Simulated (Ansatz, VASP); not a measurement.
# Two plane-wave programs on SrScZn4B2

```xyz
8
Lattice="3.2457 0.0000 0.0000 0.0000 3.2457 0.0000 0.0000 0.0000 13.6136" Properties=species:S:1:pos:R:3 pbc="T T T"
Sr    1.6228    1.6228    1.5407
Sc    1.6228    1.6228   11.1516
Zn    0.0000    0.0000   -0.7620
Zn    0.0000    0.0000    3.9656
Zn    0.0000    0.0000    6.5834
Zn    0.0000    0.0000    9.3090
B     1.6228    1.6228    7.1053
B     1.6228    1.6228    8.7541
```

Alike in both runs: functional PBE; k mesh 6 × 6 × 2; occupations gaussian, width 0.1 eV; no spin polarisation.

Ansatz relaxed the structure, and its values are those at the end. VASP's run is a single point on that final structure, the one shown.

```csv
,VASP,Ansatz
version,VASP 6.6.1,Ansatz 0.2.0
potentials or method,"VASP PAW PBE potentials, release 64 (Sr_sv, Sc_sv, Zn, B)","scalar-relativistic, plane waves, PAW"
plane-wave cutoff (eV),520,420
valence electrons in the cell,75,75
```

|  | VASP | Ansatz | Ansatz less VASP |
| --- | --- | --- | --- |
| gap on the k mesh at the Fermi level (eV) | none | none | - |
| pressure (GPa) | 0.3 | 0.1 | -0.21 |
| rms of the force components (eV/Å) | 0.007 | 0.004 | -0.0035 |

A gap of «none» marks a metal or a gap that the smearing closes. The functional is the same, so the differences come from potentials, cutoffs and numerics.
